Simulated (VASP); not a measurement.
OSZICAR of a VASP run on LiCl (rock salt):

OSZICAR:
```
       N       E                     dE             d eps       ncg     rms          rms(c)
DAV:   1     0.441338554609E+02    0.44134E+02   -0.42111E+03   522   0.102E+03
DAV:   2    -0.591264192293E+01   -0.50046E+02   -0.47132E+02   701   0.162E+02
DAV:   3    -0.765468496624E+01   -0.17420E+01   -0.17406E+01   651   0.363E+01
DAV:   4    -0.769069940982E+01   -0.36014E-01   -0.35944E-01   822   0.530E+00
DAV:   5    -0.769130493512E+01   -0.60553E-03   -0.60552E-03   689   0.496E-01    0.234E+00
DAV:   6    -0.763849853577E+01    0.52806E-01   -0.11680E-01   594   0.198E+00    0.159E+00
DAV:   7    -0.763723807556E+01    0.12605E-02   -0.40152E-02   767   0.130E+00    0.756E-01
DAV:   8    -0.763910853054E+01   -0.18705E-02   -0.51671E-03   660   0.602E-01    0.106E-01
DAV:   9    -0.763910303640E+01    0.54941E-05   -0.17464E-04   686   0.117E-01    0.349E-02
DAV:  10    -0.763913017672E+01   -0.27140E-04   -0.43999E-05   567   0.618E-02    0.207E-02
DAV:  11    -0.763913175134E+01   -0.15746E-05   -0.59381E-06   690   0.208E-02    0.613E-03
DAV:  12    -0.763913191575E+01   -0.16440E-06   -0.28127E-07   321   0.553E-03
   1 F= -.76391319E+01 E0= -.76391319E+01  d E =-.763913E+01
```

Question: Which electronic solver shows in the log?

Answer: It is blocked Davidson (ALGO = Normal, or the opening steps of other solvers). The INCAR had ALGO = Normal.

Question: Can the final energy be trusted as converged?

Answer: The calculation finished and met its thresholds. It stopped with EDIFF = 1E-6, NELM = 100, NSW = 60 and EDIFFG = -0.01 after 1 ionic step (PBEsol GGA, plane waves, VASP's PBE PAW potentials (set 64)).

The compound is LiCl in the rock salt structure. It was relaxed first. The start is the result of an earlier pass.
